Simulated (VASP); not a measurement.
A VASP calculation is set up with these files.

**KPOINTS**
```
Automatic mesh
0
Gamma
7 7 7
0 0 0
```

### INCAR
```
# general
SYSTEM    = ZnSe
PREC      = Accurate
ENCUT     = 400   # plane-wave cut-off (eV)
LREAL     = F
LASPH     = T   # aspherical one-centre terms

# electronic loop
EDIFF     = 1E-6
NELM      = 100
ALGO      = Normal   # blocked Davidson
LMAXMIX   = 4

# smearing
ISMEAR    = 0
SIGMA     = 0.05   # width (eV)

# functional
GGA       = PE   # PBE

# DFT+U
LDAU      = T
LDAUTYPE  = 2   # Dudarev
LDAUL     = 2 -1
LDAUU     = 4.0 0
LDAUJ     = 0 0
LDAUPRINT = 1

# ions
ISIF      = 2

# output
LWAVE     = F
LCHARG    = F
LORBIT    = 10
```

### POSCAR
```
ZnSe
1.0
  0.0000000000   2.8917000000   2.8917000000
  2.8917000000   0.0000000000   2.8917000000
  2.8917000000   2.8917000000   0.0000000000
Zn Se
1 1
Direct
  0.0000000000   0.0000000000   0.0000000000
  0.2500000000   0.2500000000   0.2500000000
```

POTCAR, in this order: Zn Se (PBE.64 set). Program: vasp_std.

### Question
Translate this PBE+U calculation to Quantum ESPRESSO's pw.x.

### Answer
One equivalent input (not run):
```
&CONTROL
  calculation = 'scf'
  pseudo_dir = './pseudo'
  outdir = './out'
  tprnfor = .true.
  tstress = .true.
/
&SYSTEM
  ibrav = 0
  nat = 2
  ntyp = 2
  ecutwfc = 86
  occupations = 'smearing'
  smearing = 'gaussian'
  degauss = 0.003675
  input_dft = 'pbe'
/
&ELECTRONS
  conv_thr = 7.3e-08
  electron_maxstep = 100
/
ATOMIC_SPECIES
  Zn 65.380 Zn.upf
  Se 78.971 Se.upf
CELL_PARAMETERS angstrom
     0.0000000    2.8917000    2.8917000
     2.8917000    0.0000000    2.8917000
     2.8917000    2.8917000    0.0000000
ATOMIC_POSITIONS crystal
  Zn   0.0000000  0.0000000  0.0000000
  Se   0.2500000  0.2500000  0.2500000
K_POINTS automatic
  7 7 7 0 0 0
HUBBARD {ortho-atomic}
U Zn-3d 4
```
The two are equivalent in intent, not identical: the potentials are each code's own (VASP's PAW set, PseudoDojo norm-conserving files in pw.x), so ENCUT and ecutwfc are chosen apart and not converted; conv_thr bounds pw.x's estimated SCF error, while EDIFF bounds the energy change between steps; the +U projectors differ (PAW spheres against orthogonalised atomic orbitals), so the same U acts differently.

The compound is ZnSe in the zinc blende structure. The cell was not relaxed at this level. The run is one of a series of settings (LDAU = .TRUE., LDAUJ = 0 0, LDAUL = 2 -1, LDAUTYPE = 2, LDAUU = 4.0 0 against the base run), some of them coarse on purpose.
